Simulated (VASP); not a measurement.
Computed with RPBE GGA, VASP's PBE PAW potentials (set 64) (plane waves; VASP 6.6.1).

VASP input:

**KPOINTS**
```
Regular mesh
0
G
7 7 7
```

INCAR:
```
LREAL=.FALSE.
PREC=Accurate
SIGMA=0.05   # width (eV)
ISIF=2
ISMEAR=0
LWAVE=.FALSE.
LASPH=.TRUE.   # aspherical one-centre terms
EDIFF=1E-7   # SCF stop (eV)
LMAXMIX=4
NELM=100
GGA=RP   # RPBE
SYSTEM=CdTe
ALGO=Normal   # blocked Davidson
LCHARG=.FALSE.
ENCUT=520   # plane-wave cut-off (eV)
```

### POSCAR
```
CdTe
1
    0.0000000000     3.3293740662     3.3293740662
    3.3293740662     0.0000000000     3.3293740662
    3.3293740662     3.3293740662     0.0000000000
Cd Te
1 1
Direct
  1.0000000000   1.0000000000   0.0000000000
  0.2500000000   0.2500000000   0.2500000000
```

POTCAR, in this order: Cd Te (PBE.64 set). Program: vasp_std.

Output of the run:

**OSZICAR**
```
       N       E                     dE             d eps       ncg     rms          rms(c)
DAV:   1     0.100857072798E+03    0.10086E+03   -0.80989E+03   528   0.117E+03
DAV:   2    -0.250163265850E+00   -0.10111E+03   -0.96889E+02   595   0.271E+02
DAV:   3    -0.436288469676E+01   -0.41127E+01   -0.41042E+01   595   0.573E+01
DAV:   4    -0.440435689239E+01   -0.41472E-01   -0.41469E-01   727   0.510E+00
DAV:   5    -0.440464769784E+01   -0.29081E-03   -0.29080E-03   615   0.336E-01    0.511E+00
DAV:   6    -0.419232060049E+01    0.21233E+00   -0.43399E-01   575   0.791E+00    0.416E+00
DAV:   7    -0.418117704134E+01    0.11144E-01   -0.12930E-01   590   0.257E+00    0.161E+00
DAV:   8    -0.418448449775E+01   -0.33075E-02   -0.11379E-02   530   0.142E+00    0.478E-01
DAV:   9    -0.418562654853E+01   -0.11421E-02   -0.17465E-03   580   0.427E-01    0.968E-02
DAV:  10    -0.418580230992E+01   -0.17576E-03   -0.18886E-04   585   0.142E-01    0.574E-02
DAV:  11    -0.418595341026E+01   -0.15110E-03   -0.34496E-04   520   0.117E-01    0.384E-02
DAV:  12    -0.418595298182E+01    0.42844E-06   -0.47272E-06   656   0.176E-02    0.271E-02
DAV:  13    -0.418595366811E+01   -0.68628E-06   -0.17859E-06   535   0.806E-03    0.181E-02
DAV:  14    -0.418595528387E+01   -0.16158E-05   -0.60978E-06   520   0.151E-02    0.111E-02
DAV:  15    -0.418595539978E+01   -0.11592E-06   -0.89295E-08   505   0.242E-03    0.986E-03
DAV:  16    -0.418595571261E+01   -0.31283E-06   -0.95545E-08   375   0.194E-03    0.237E-03
DAV:  17    -0.418595592598E+01   -0.21337E-06   -0.59221E-08   375   0.131E-03    0.170E-03
DAV:  18    -0.418595586438E+01    0.61599E-07   -0.46345E-09   275   0.499E-04
   1 F= -.41859559E+01 E0= -.41859559E+01  d E =-.670551E-15
```

**OUTCAR**
```
------------------------ aborting loop because EDIFF is reached ----------------------------------------
  FORCE on cell =-STRESS in cart. coord.  units (eV):
  Direction    XX          YY          ZZ          XY          YZ          ZX
  --------------------------------------------------------------------------------------
  Total        0.4433699      0.4433699      0.4433699     -0.0000000     -0.0000000     -0.0000000
  in kB        9.6240762      9.6240762      9.6240762     -0.0000000     -0.0000000     -0.0000000
  external PRESSURE =       9.6240762 kB  Pullay stress =       0.0000000 kB
  volume of cell :       73.81
      direct lattice vectors                 reciprocal lattice vectors
     0.000000000  3.329374066  3.329374066    -0.150178379  0.150178379  0.150178379
     3.329374066  0.000000000  3.329374066     0.150178379 -0.150178379  0.150178379
     3.329374066  3.329374066  0.000000000     0.150178379  0.150178379 -0.150178379
  FREE ENERGIE OF THE ION-ELECTRON SYSTEM (eV)
  ---------------------------------------------------
  free  energy   TOTEN  =        -4.1859558644 eV

  energy  without entropy=       -4.1859558644  energy(sigma->0) =       -4.18595586
```
(Selected blocks of OUTCAR.)

The compound is CdTe in the zinc blende structure. This cell is one point of a volume scan, at 0.97 of the reference volume.
